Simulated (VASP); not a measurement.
Consider the following.

```xyz
10
Lattice="2.5716 1.4847 4.5943 -2.5716 1.4847 4.5943 0.0000 -2.9694 4.5943" Properties=species:S:1:pos:R:3 pbc="T T T"
Li     0.0000     0.0000     9.8852
Li     0.0000     0.0000     2.9937
Ta     0.0000     0.0000     0.0192
Ta     0.0000     0.0000     6.9107
O      1.0077     1.3187     5.9414
O     -1.6459     0.2133     5.9414
O      0.6382    -1.5320     5.9414
O     -0.6382     1.4374     8.2386
O      1.5639    -0.1660     8.2386
O     -0.9257    -1.2714     8.2386
```

Computed with PBEsol GGA, VASP's PBE PAW potentials (set 64) (plane waves; VASP). Settings: 520 eV cut-off, Gaussian smearing of 0.050 eV, potentials Li_sv Ta_pv O.

Unless said otherwise, spin-orbit coupling is left out, though it shifts the bands of the heavy elements here.

Problem. Give the energies of bands 24 to 37 at the high-symmetry points, in eV from the valence-band maximum.

Solution. 
| band | Γ | T | H2 | L | S0 | F |
|---|---|---|---|---|---|---|
| 24 | -1.34 | -2.76 | -1.85 | -2.53 | -1.94 | -1.98 |
| 25 | -0.81 | -2.67 | -1.56 | -2.26 | -1.49 | -1.47 |
| 26 | -0.63 | -2.67 | -1.56 | -2.26 | -1.37 | -1.37 |
| 27 | -0.63 | -0.72 | -1.04 | -0.40 | -1.09 | -1.13 |
| 28 | -0.47 | -0.72 | -1.04 | -0.40 | -0.89 | -1.03 |
| 29 | -0.47 | -0.30 | -0.70 | -0.34 | -0.84 | -0.90 |
| 30 | -0.32 | -0.30 | -0.70 | -0.34 | -0.52 | -0.53 |
| 31 | -0.02 | -0.30 | -0.32 | -0.25 | -0.43 | -0.42 |
| 32 | -0.02 | -0.30 | -0.32 | -0.25 | -0.15 | -0.26 |
| 33 | 3.71 | 5.15 | 4.31 | 4.58 | 3.94 | 3.75 |
| 34 | 3.71 | 5.15 | 4.31 | 4.58 | 4.48 | 4.44 |
| 35 | 4.03 | 5.44 | 5.15 | 5.24 | 5.14 | 5.03 |
| 36 | 5.80 | 5.44 | 5.15 | 5.24 | 5.20 | 5.17 |
| 37 | 5.80 | 5.44 | 5.95 | 5.45 | 5.89 | 5.91 |

The gap is indirect, 3.70 eV, from the valence maximum at Γ-T at 0.27 to the conduction minimum at Γ.

The structure comes from a computed database's LiTaO3 entry (R3c); how it stands against other phases isn't given here. It was relaxed first.
